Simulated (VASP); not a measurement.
```yaml
crystal:
  lattice:
    - [0.00000, 2.95481, 2.95481]
    - [2.95481, 0.00000, 2.95481]
    - [2.95481, 2.95481, 0.00000]
  atoms:
    - { symbol: Ca, position: [0.00000, 0.00000, 0.00000] }
    - { symbol: Se, position: [0.50000, 0.50000, 0.50000] }
```

Level of theory: rev-vdW-DF2, VASP's PBE PAW potentials (set 64) (plane waves; VASP 6.6.1). Numerical set-up: 520 eV cut-off, Gaussian smearing of 0.050 eV, potentials Ca_sv Se.

Task: Give the energies of bands 6 to 11 at the high-symmetry points, in eV from the valence-band maximum.

Result: 
```tsv
band	Γ	X	U	L	W
6	0.00	-2.52	-2.26	-3.30	-1.99
7	0.00	-0.94	-2.06	-1.21	-1.99
8	0.00	-0.94	-1.12	-1.21	-1.69
9	3.32	1.98	3.23	4.51	4.35
10	3.65	4.99	5.63	5.42	4.35
11	3.65	5.03	5.65	5.44	5.21
```

The gap is indirect, 1.98 eV, from the valence maximum at Γ to the conduction minimum at X.

Measured: gap 3.85 eV (computed value off by -1.87 eV), as given by Abedi et al., (2022), arXiv:2211.14644.

The compound is CaSe in the rock salt structure. It was relaxed first.
